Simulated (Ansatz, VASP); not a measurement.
# CsPbBr3: VASP beside Ansatz, part 2 of 2

Aim: how closely do two programs agree when they are given the same cell, functional and k mesh? The cell is taken from a series of runs on this material, whose earlier steps may have relaxed, scaled, displaced or heated it; both programs get it as it stands.

VASP 6.6.1 and Ansatz 0.2.0.

So far: The starting structure; VASP: G0W0 gap, HSE06 form with 60 % exact exchange, screening 0.2078 1/A with an exact-exchange share of 0.6.

## Step 3: Ansatz: G0W0 gap, HSE06 form with 60 % exact exchange, screening 0.2078 1/A with an exact-exchange share of 0.6

Level of this step: Ansatz beside VASP: G0W0 on Kohn-Sham DFT, plane waves, HSE06 form with 60 % exact exchange, screening 0.2078 1/A (Ansatz).

Ansatz runs on its PAW soft_1 files.

The same cell, functional and mesh now go to Ansatz, which takes its cutoff from its data sets.

Contents of input.yaml:

```yaml
crystal:
  lattice:
    - [5.94863082, 0.0, 0.0]
    - [0.0, 5.94863082, 0.0]
    - [0.0, 0.0, 5.94863082]
  atoms:
    - { symbol: Cs, position: [0.0, 0.0, 0.0] }
    - { symbol: Pb, position: [0.5, 0.5, 0.5] }
    - { symbol: Br, position: [0.5, 0.5, 0.0] }
    - { symbol: Br, position: [0.5, 0.0, 0.5] }
    - { symbol: Br, position: [0.0, 0.5, 0.5] }
kpoints:
  mp_grid: { grid: [2, 2, 2] }
hamiltonian:
  xc:
    exchange: pbe
    correlation: pbe
    exx: { coeff: 0.6, omega: 0.2078 }
  pseudopotentials: { kind: paw, azcp: { folder: soft_1 } }
scf:
  occupations: { method: fixed }
gw:
  n_empty_bands: 878
  ecut_chi: 150.0
  qp_bands: [v2, c2]
  qp_kpoints: band_edges
  screening: { model: contour_deformation }
```

Run with:

```
$ ansatz run input.yaml --threads 3 --pin off --max-ram 92160MiB --backend cuda --events-out ev --progress --plain --runs-dir out --devices 1 --max-vram 13GiB
```

Numbers of over 12 decimals in the logs are rounded to 6 here.

Log:

```text
exact exchange: scf.exx.singularity resolves to wigner_seitz, which cuts the screened interaction at the faces of the exchange supercell's Wigner-Seitz cell, so that each pair interacts once, at the shortest of its separations (the periodic images that this leaves out come, for a point-like exchange hole, to about 0.002 eV on a filled level). The cut falls within the interaction's reach, and what an exchange supercel [...]
GPUs: using 1 of 1 available (devices: 1).
Engine: ansatz 0.2.0, x86_64-unknown-linux-gnu
Pseudopotentials: kind: paw
Pseudopotential: Cs, paw, valence charge 9, recommended cutoff 420 eV (normal), soft_1/Cs.paw.azcp
Pseudopotential: Pb, paw, valence charge 14, recommended cutoff 420 eV (normal), soft_1/Pb.paw.azcp
Pseudopotential: Br, paw, valence charge 7, recommended cutoff 420 eV (normal), soft_1/Br.paw.azcp
Functional definition: unnamed
  parameter a_1 = 0.6
  parameter omega_1 = 0.2078/angstrom
  exchange = pbe_x + (-a_1)*pbe_x_sr(omega_1) + a_1*exact_x_sr(omega_1)
  correlation = pbe_c
davidson cushion auto → on  (no smearing: the cushion is to keep the highest requested band from converging to the state above it; pin scf.eigensolver.cushion to override)
concurrent solve slots: 2 of 3 are kept, ahead of what memory takes: no pass of the eigensolver takes more rounds on 2
device memory: the entry about to start is reckoned to put 1.3 GiB on a device that reports 47.5 GiB free (of which the cap on the GPU budget leaves the run 13.0 GiB)
GPU FFT provider: cuFFT
GPU libraries: cuBLAS 13.8.2, cuFFT 12.4.0, cuSOLVER 12.3.4
Crystal: 5 atoms, lattice volume = 210.499 Å³
Basis set: ecut = 420 eV, 4067 PW (Γ)
Bands: 27, of which v1, the nominal top of the filled ones, is band 22 counted from 1 (21 counted from 0)
Symmetry: 48 space group operations
Space group: Pm-3m (ITA 221), of the structure as read, at distance tolerance 5.9e-5 Å
k-points: 4 of 8
Non-local potential: Cs, projectors of the file, l = 0: 3, l = 1: 2, l = 2: 2, l = 3: 2
Non-local potential: Pb, projectors of the file, l = 0: 2, l = 1: 2, l = 2: 2, l = 3: 1
Non-local potential: Br, projectors of the file, l = 0: 2, l = 1: 2, l = 2: 2
PAW form: soft (Blöchl's): semilocal exchange-correlation on the pseudo side does not see the compensation charge
PAW frozen core: Cs, regenerated for the run's functional, and the local potential with it (the file was generated under x = pbe(κ = 0.804, μ = 0.219515), c = pbe(β = 0.066725))
PAW frozen core: Pb, regenerated for the run's functional, and the local potential with it (the file was generated under x = pbe(κ = 0.804, μ = 0.219515), c = pbe(β = 0.066725))
PAW frozen core: Br, regenerated for the run's functional, and the local potential with it (the file was generated under x = pbe(κ = 0.804, μ = 0.219515), c = pbe(β = 0.066725))
PAW one-centre angular grid: Cs, 194 points (default); XC on 96 Gauss nodes
PAW one-centre angular grid: Pb, 590 points (default); XC on 64 Gauss nodes
PAW one-centre angular grid: Br, 110 points (default); XC on 64 Gauss nodes
Initial density: superposition of atomic densities (chi_scale 0.1, normalization cell, long waves kept (reshape's long-wave potential 0.01 eV rms))
Initial wavefunctions: pseudopotential atomic-orbital guess
GPU buffer pool allocated for 64000 grid points (all kernels)
GPU transforms: local potential and band sums: pruned to the plane-wave sphere, on 40×40×40
Functional: x = pbe(κ = 0.804, μ = 0.219515), c = pbe(β = 0.066725), warm-up for x = pbe(κ = 0.804, μ = 0.219515) + 0.6 (exact − pbe) at short range (hse, ω = 0.2078 Å⁻¹), c = pbe(β = 0.066725)
SCF iter   1: F=—  HF=-25936.156303 eV  |F-HF|=—  |Δ(HF+E_count)|=         —  Δρ=1.85e-2  dr2=1.94e0  ethr=1.00e-1  ⟨swp⟩=5.8  Hψ=309  notcnv=0
preconditioner: auto → none  [insulator: Δε(μ)=1.575 eV  Ē_g=12.500 eV  n_scr=26 (ndim 8)  ℏωp=16.6 eV  f_vac=0.013]
iter 2 solved again at ethr=3.99e-4 eV; its pass at ethr=4.41e-3 eV (dr2=1.76e-1 eV) is discarded
[...]
Frozen-core exchange: fock
SCF iter   1: F=—  HF=-25969.769852 eV  |F-HF|=—  |Δ(HF+E_count)|=         —  Δρ=7.33e-3  dr2=1.00e-1  ethr=1.27e-6  ⟨swp⟩=9.2  Hψ=666  notcnv=0
preconditioner: auto → none  [insulator: Δε(μ)=3.426 eV  Ē_g=11.216 eV  n_scr=26 (ndim 8)  ℏωp=13.1 eV  f_vac=0.060]
SCF iter   2: F=—  HF=-25969.723250 eV  |F-HF|=—  |Δ(HF+E_count)|=   4.66e-2  Δρ=2.76e-3  dr2=2.68e-2  ethr=1.27e-6  ⟨swp⟩=5.8  Hψ=453  notcnv=0
SCF iter   3: F=—  HF=-25969.806799 eV  |F-HF|=—  |Δ(HF+E_count)|=   8.35e-2  Δρ=1.79e-3  dr2=9.04e-3  ethr=1.27e-6  ⟨swp⟩=5.5  Hψ=468  notcnv=0
SCF iter   4: F=—  HF=-25969.803119 eV  |F-HF|=—  |Δ(HF+E_count)|=   3.68e-3  Δρ=1.67e-4  dr2=7.59e-4  ethr=1.27e-6  ⟨swp⟩=4.5  Hψ=373  notcnv=0
SCF iter   5: F=—  HF=-25969.806493 eV  |F-HF|=—  |Δ(HF+E_count)|=   3.37e-3  Δρ=2.80e-4  dr2=2.85e-4  ethr=1.45e-7  ⟨swp⟩=5.8  Hψ=440  notcnv=0  defer=1
SCF iter   6: F=-25969.806380 eV  HF=-25969.806381 eV  |F-HF|=1.46e-6  |Δ(HF+E_count)|=   1.12e-4  Δρ=2.96e-5  dr2=5.14e-5  ethr=1.45e-7  ⟨swp⟩=3.8  Hψ=341  notcnv=0
SCF 2 stopped early in 6 iterations: F = -25969.806380 eV  dr2 = 5.14e-5
  greatest PAW one-centre occupation: 0.984 electrons in one spin orbital (limit 2), on the Pb atom at site 1 (counted from 0), in its partial waves of l = 2
hybrid outer 1: dexx = +1.116e-1 eV, tail = 8.62e-4 eV
[...]
SCF iter   4: F=-25969.809293 eV  HF=-25969.809294 eV  |F-HF|=2.89e-8  |Δ(HF+E_count)|=   8.77e-7  Δρ=5.47e-6  dr2=5.10e-8  ethr=8.92e-10  ⟨swp⟩=5.5  Hψ=373  notcnv=0  defer=1
SCF 3 converged in 4 iterations: F = -25969.809293 eV  dr2 = 5.10e-8
hybrid outer 2: dexx = +2.130e-5 eV, tail = 1.31e-6 eV, Δε = 1.74e-2 eV (about 7.86e-4 eV left of the loop's levels)
GPU FFT provider: cuFFT
GPU libraries: cuBLAS 13.8.2, cuFFT 12.4.0, cuSOLVER 12.3.4
GPU buffer pool allocated for 64000 grid points (all kernels)
GPU transforms: local potential and band sums: pruned to the plane-wave sphere, on 40×40×40
Exchange kernel: α = 0.6000, screened, ω = 0.2078 Å⁻¹, Wigner–Seitz truncation, v(0) = 977.0677 eV·Å³, q-mesh 2×2×2, nearest image of the exchange supercell L = 11.90 Å, pair-density grid 30×30×30, without the augmentation charges, whose exchange is taken in its separable form by FFT convolution over the k-point mesh (sized by the pseudopotential files, 40×40×40 at the most), smooth part of the exact exchange by density-matrix convolution in up to 1.67 GiB of GPU memory as planned if the GPU has room (build and FFT work areas not counted)
Frozen-core exchange: fock
SCF iter   1: F=—  HF=-25969.809302 eV  |F-HF|=—  |Δ(HF+E_count)|=         —  Δρ=1.12e-5  dr2=1.74e-7  ethr=1.49e-8  ⟨swp⟩=3.8  Hψ=263  notcnv=0
preconditioner: auto → none  [insulator: Δε(μ)=3.489 eV  Ē_g=11.234 eV  n_scr=26 (ndim 8)  ℏωp=13.1 eV  f_vac=0.078]
iter 2 solved again at ethr=2.67e-11 eV; its pass at ethr=3.50e-10 eV (dr2=1.18e-8 eV) is discarded
SCF iter   2: F=-25969.809302 eV  HF=-25969.809302 eV  |F-HF|=5.17e-10  |Δ(HF+E_count)|=   5.29e-8  Δρ=4.04e-6  dr2=1.59e-8  ethr=2.67e-11  ⟨swp⟩=3.8  Hψ=587  notcnv=0  defer=1
SCF 4 converged in 2 iterations: F = -25969.809302 eV  dr2 = 1.59e-8
hybrid outer 3: dexx = +3.411e-8 eV, tail = 3.67e-8 eV, Δε = 3.76e-4 eV (about 7.61e-5 eV left of the loop's levels)
device memory: the entry about to start is reckoned to put 5.5 GiB on a device that reports 44.5 GiB free (of which the cap on the GPU budget leaves the run 13.0 GiB)
NSCF: frozen V_eff on 4 k-points
Exchange-term sweep: 0 of 4 (spin, k) points
Exchange-term sweep: 1 of 4 (spin, k) points
Exchange-term sweep: 2 of 4 (spin, k) points
Exchange-term sweep: 3 of 4 (spin, k) points
Exchange-term sweep: 4 of 4 (spin, k) points
G₀W₀ screening: q 1/4
[... further progress lines ...]
hybrid SCF converged: 3 outer / 12 inner (+5 warm-up), last move |dexx| = 3.41e-8 eV, tail = 3.67e-8 eV
Stability not checked: this state was not tested for a lower state beside it, because the functional holds exact exchange (a hybrid, or Hartree-Fock), whose exchange loop this test does not read (fock_operator; see scf.lower_state_search)
Free energy (F): -25969.809302 eV
Frozen-core exchange: fock
Harris-Foulkes:  -25969.809302 eV  (|F-HF|=5.17e-10)
Internal energy: -25969.809302 eV  (E = F + TS)
E sigma→0 (E₀):  -25969.809302 eV
Fermi energy:    2.129375 eV
--- Per-component energies (eV) ---
  E_band       = -398.481073
  E_kinetic    = 829.245403
  E_local      = -2594.461677  (includes V_loc(G=0)·N_el)
  E_nonlocal   = 481.107328
  E_hartree    = 963.694329
  E_xc         = -499.343976
  E_vxc        = -316.463422  (∫ρ·V_xc dr)
  E_exx        = -210.195520  (= α·E_x^exact, valence–valence)
  E_paw        = -22694.876742  (= ΣΔE_a)
  E_vpaw       = -304.905911  (= ΣTr[D̂ρ^β])
  E_aug_tail   = -0.000017  (compensation charges beyond the density's cutoff)
  E_ewald      = -2242.703825
  E_core_change = -2.274603  (= ΣΔE_core)
  E_smearing   = -0.000000  (= −TS)
  E_closure    = -0.000000  (closes the sum)
  Σ components = -25969.809302   (vs F -25969.809302, Δ=0.00e0)
--- Band table (eV) ---
  k-point 0: bands = [... 18 lower, -0.6489, -0.4909, -0.4909, -0.4909, 7.2191, 8.3939]
  k-point 1: bands = [... 18 lower, -0.7534, -0.6072, -0.6072, 0.3621, 6.7030, 8.7296]
  k-point 2: bands = [... 18 lower, -0.8704, -0.7596, -0.1161, 1.2813, 6.1823, 6.1823]
  k-point 3: bands = [... 18 lower, -0.1070, -0.1070, -0.1070, 2.1294, 5.6189, 5.6189]
  guard bands above this table: 3 of the run's 27 bands. The solve was not asked for them (output.publish_guard_bands: true or output.eigenvalues: true publishes all)
--- G₀W₀: contour deformation, 6 samples at zero and on the imaginary axis and 1 off it, 8 q-points, 878 empty bands' worth ---
  eigenvalues of the whole cell's RPA ε∞ on this k-mesh (on a slab, of 1 + 4πα/V) = 3.9087, 3.9087, 3.9087; static W/v taken at q = 0 is 0.255840
  bands read: the sum over 900 bands ends inside a degenerate multiplet in 1 slot, whose members it reads at an even weight; the widest, k=0: bands 900 to 902 (counted from 1) at 1/3 each
  gw.qp_kpoints: band_edges: 4 of 4 stored k-points solved, in 1 pass; an edge of the gap read off the rows below is read off those points alone
    ik  band        ε_KS         Σx   Σc(E_QP)       V_xc       Z   E_QP_lin       E_QP  E_QP is
     0    21     -0.4909   -19.2904     1.8535   -17.5374  0.8037    -0.3905    -0.3904  root
     0    22     -0.4909   -19.2904     1.8535   -17.5374  0.8037    -0.3905    -0.3904  root
     0    23      7.2191    -3.2940    -3.0354    -6.2039  0.8552     7.0938     7.0936  root
     0    24      8.3939    -2.9108    -2.9734    -5.8257  0.8553     8.3354     8.3353  root
     1    21     -0.6072   -19.0586     1.8801   -17.2676  0.8031    -0.5181    -0.5180  root
     1    22      0.3621   -19.8202     1.3300   -18.4563  0.8122     0.3282     0.3282  root
     1    23      6.7030    -8.2357    -3.4197   -11.7480  0.8279     6.7958     6.7956  root
     1    24      8.7296    -3.9305    -3.0949    -6.9471  0.8503     8.6514     8.6514  root
     2    21     -0.1161   -19.5263     1.8332   -17.7762  0.8056    -0.0330    -0.0328  root
     2    22      1.2813   -19.7417     1.0124   -18.5773  0.8183     1.1291     1.1295  root
     2    23      6.1823    -7.7374    -3.3406   -11.1719  0.8316     6.2763     6.2762  root
     2    24      6.1823    -7.7374    -3.3406   -11.1719  0.8316     6.2763     6.2762  root
     3    21     -0.1070   -19.5532     1.8346   -17.8028  0.8055    -0.0229    -0.0227  root
     3    22      2.1294   -19.7830     0.7638   -18.7765  0.8227     1.8861     1.8867  root
     3    23      5.6189    -7.0866    -3.2700   -10.4436  0.8356     5.7060     5.7059  root
     3    24      5.6189    -7.0866    -3.2700   -10.4436  0.8356     5.7060     5.7059  root
```

## Step 4: Side by side

Known differences besides the potentials themselves: exact exchange at q = 0 is treated differently, which shows on coarse meshes; VASP keeps PBE cores, Ansatz makes them for the functional; fixed occupations in Ansatz, narrow Gaussian smearing in VASP; the data sets hold 44 valence electrons in Ansatz (on its PAW soft_1 files) and 46 in VASP; the cutoff is 420 eV in Ansatz and 300 eV in VASP; Ansatz integrates over frequency by contour deformation, VASP on a grid of NOMEGA points; Ansatz's G0W0 levels solve the quasiparticle equation, VASP's are linearised. Total energies have different zeros and are not compared.

Both answers:

| quantity | Ansatz | VASP | difference |
| --- | --- | --- | --- |
| G0W0 gap on the mesh (eV) | 3.82 | 4.28 | -0.46 |
| Kohn-Sham gap under it (eV) | 3.49 | 3.54 | -0.05 |

VASP's log warns that its frequency grid doesn't suit quasiparticle energies on this mesh.

## Step 5: What came out

* difference in G0W0 gap on the mesh (G0W0 gap, HSE06 form with 60 % exact exchange, screening 0.2078 1/A with an exact-exchange share of 0.6): -0.46 eV

What this shows: The difference in G0W0 gap on the mesh is -0.46 eV (G0W0 gap, HSE06 form with 60 % exact exchange, screening 0.2078 1/A with an exact-exchange share of 0.6). The data sets hold unlike numbers of valence electrons (44 in Ansatz and 46 in VASP), so part of the differences may come from the potentials. What causes the difference of the G0W0 gap, HSE06 form with 60 % exact exchange, screening 0.2078 1/A with an exact-exchange share of 0.6 pair stays open here. How closely two codes agree says nothing of how well the functional describes the real material.

[Lines on the potential files, build, host, timing and source positions are cut from VASP's logs without a mark.]

[Logs are printed without paths, hosts, clocks, repeated set-up lines and the standing remarks that a program may print on its own settings, such as how far it seeks lower states.]

[Hosts, paths, dates, database ids (printed as entryN), source tags and the programs' standing remarks are cut or masked in the printed files.]
